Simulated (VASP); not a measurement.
**LaLuN2: relaxation of cell and atoms with PBE**

The system is LaLuN2.

```
CELL_PARAMETERS angstrom
4.79742 0.00000 0.00000
-2.39871 4.15469 0.00000
0.00000 0.00000 5.23700
ATOMIC_POSITIONS crystal
La 0.00000 0.00000 0.00000
Lu 0.66667 0.33333 0.00000
N 0.66667 0.33333 0.58545
N 0.66667 0.33333 0.41455
```

The cell was built by a generator and needn't be a form met in nature.

```
Program                : VASP 6.6.1
Task                   : relaxation of cell and atoms
Functional             : PBE
Potentials or basis    : VASP PAW PBE potentials, release 64 (La, Lu, N)
Cutoff                 : 520 eV
k mesh                 : 8 × 8 × 6
Occupations            : gaussian, width 0.1 eV
Spin                   : no spin polarisation
Further INCAR settings : ALGO = Normal; EDIFF = 1e-06; IBRION = 2; EDIFFG = -0.01; NSW = 90; ISIF = 3
```

```json
{
 "Relaxed volume": "34.16 Å³/atom",
 "Relaxed cell": "a = 5.341 Å, b = 5.341 Å, c = 5.530 Å, α = 90.00°, β = 90.00°, γ = 120.00°",
 "Space group after relaxing (to 0.05 Å)": "P-6m2 (No. 187)",
 "Energy gained by relaxing": "2237.9 meV/atom",
 "Ionic steps": "72",
 "Pressure after relaxing": "0.0 GPa",
 "Largest force after relaxing": "0.004 eV/Å",
 "Band gap on the k mesh": "none (metal or under the smearing width)"
}
```

Forces in eV/Å, atoms in the order of the input:
```
La   0.000  0.000  0.000
Lu   0.000  0.000  0.000
N    0.000  0.000  0.004
N    0.000  0.000 -0.004
```

The path:
```
step  energy change (eV)  largest force (eV/Å)  pressure (GPa)  volume (Å³)
   1              0.0000               80.0402           43.20       104.38
   3              7.5415                1.7932           -9.01       209.22
   5            572.0787             1660.8536          803.36       151.63
   7              3.9469                3.3029           -8.84       191.22
   9             -1.1653                2.8823           -5.89       178.98
  11             -2.0860                0.6782           -0.71       173.36
  13             -2.2396                2.7571            1.62       169.56
  15             -2.6762                2.7717            1.19       169.40
  17             -2.9916                4.5528            3.15       160.61
  19             11.4557               45.5210           39.41       160.22
  21             19.2391               54.5887           62.55       136.48
  23             26.8464               46.5841           79.62       127.96
  25             16.4536               10.0789           55.46       133.73
  27              8.0127              117.6594           39.61       159.22
  29             -1.8307               36.4010           22.91       158.41
  31             -7.3918                5.7246           -6.54       188.50
  33             -7.8089                3.4610           -2.63       179.44
  35             -7.8529                3.5428           -3.10       179.99
  37             -8.1330                2.1827           -4.24       179.98
  39             -8.3587                0.6130           -4.13       175.69
  41             -8.5357                3.2517           -2.18       165.97
  43             -8.9171                0.7297           -0.98       143.12
  45             -8.9213                1.1371           -0.42       140.42
  47             -8.9345                0.5256           -0.04       139.08
  49             -8.9473                0.0023            0.41       136.31
  51             -8.9506                0.1822            0.21       135.57
  53             -8.9510                0.0169            0.23       135.71
  55             -8.9513                0.0704            0.20       135.95
  57             -8.9514                0.0677            0.07       136.24
  59             -8.9514                0.0691            0.08       136.18
  61             -8.9515                0.0113            0.01       136.22
  63             -8.9515                0.0474            0.02       136.28
  65             -8.9516                0.0569            0.06       136.52
  67             -8.9516                0.0090            0.06       136.50
  69             -8.9516                0.0054            0.04       136.57
  71             -8.9517                0.0132           -0.02       136.69
  72             -8.9517                0.0038            0.01       136.63
```

Final structure:
```xyz
4
Lattice="5.3415 0.0000 0.0000 -2.6707 4.6259 0.0000 0.0000 0.0000 5.5295" Properties=species:S:1:pos:R:3 pbc="T T T"
La    0.0000    0.0000    0.0000
Lu    2.6707    1.5420    0.0000
N     2.6707    1.5420    2.1616
N     2.6707    1.5420    3.3680
```

Levels at points of the mesh, in eV from the Fermi level:
```
           k point  band 19  band 20  band 21  band 22  band 23  band 24  band 25  band 26  band 27
(0.00, 0.00, 0.00)    -4.37    -4.32    -1.96    -0.63    -0.63     0.50     0.98     0.98     1.23
(0.50, 0.00, 0.00)    -4.36    -4.33    -0.84    -0.75    -0.62     0.09     0.41     0.85     1.12
(0.00, 0.00, 0.50)    -4.46    -4.10    -1.90     0.25     0.25     0.98     0.98     1.23     1.24
(0.50, 0.00, 0.50)    -4.45    -4.11    -0.84     0.13     0.37     0.42     0.77     0.82     0.85
```

Wall time 21 min on 4 MPI ranks on Intel(R) Xeon(R) 6975P-C (Granite Rapids), on a shared host, peak memory 0.35 GiB a rank.

Caveat: the standard files for N, O and F lose accuracy on very short bonds; the volume moved by over 15 % at a fixed basis, so the end points are rough. Spin-orbit coupling is left out, which matters for the levels of La, Lu.
